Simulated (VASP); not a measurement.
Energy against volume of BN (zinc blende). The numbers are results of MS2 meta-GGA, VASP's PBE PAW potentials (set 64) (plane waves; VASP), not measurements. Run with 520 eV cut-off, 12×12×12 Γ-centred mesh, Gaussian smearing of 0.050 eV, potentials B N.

| V (Å³/atom) | E (eV/atom) |
|---|---|
| 5.679 | -10.59688 |
| 5.854 | -10.60447 |
| 6.030 | -10.59885 |
| 6.205 | -10.58178 |

### Question
Fit these four points and predict the energy of the run at 5.503 Å³/atom.

### Answer
A cubic in V^(−2/3), the third-order Birch-Murnaghan form, passes through the four points with V0 = 5.86 Å³/atom and B0 = 400 GPa, and gives -10.5740 eV/atom there. The run gave -10.5743 eV/atom, -0.2 meV/atom from the fit; all five points give B0 = 397 GPa.

The compound is BN in the zinc blende structure. It was relaxed first.
